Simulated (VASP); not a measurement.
Input:

```
SrCl2
1.0
    0.00000     3.55845     3.55845
    3.55845     0.00000     3.55845
    3.55845     3.55845     0.00000
Sr Cl
1 2
Cartesian
  0.00000   0.00000   0.00000
  1.77922   1.77922   1.77922
  5.33767   5.33767   5.33767
```

Method: PBE GGA with D4 dispersion, VASP's PBE PAW potentials (set 64) (plane waves; VASP). Numerical set-up: 520 eV cut-off, 6×6×6 Γ-centred mesh, Gaussian smearing of 0.050 eV, potentials Sr_sv Cl.

What does the run give for the energy per atom (σ→0), pressure, band gap (on the k-mesh) with the smallest direct gap where there is one?

The band gap (on the k-mesh) is 5.11 eV, the smallest direct gap (on the k-mesh) is 5.42 eV and the energy per atom (σ→0) is -4444 meV/atom. The pressure is -1.94 GPa.

Only differences to runs with the same potentials and settings are physical.

The compound is SrCl2 in the fluorite structure. This cell is one point of a volume scan, at 1.06 of the reference volume.
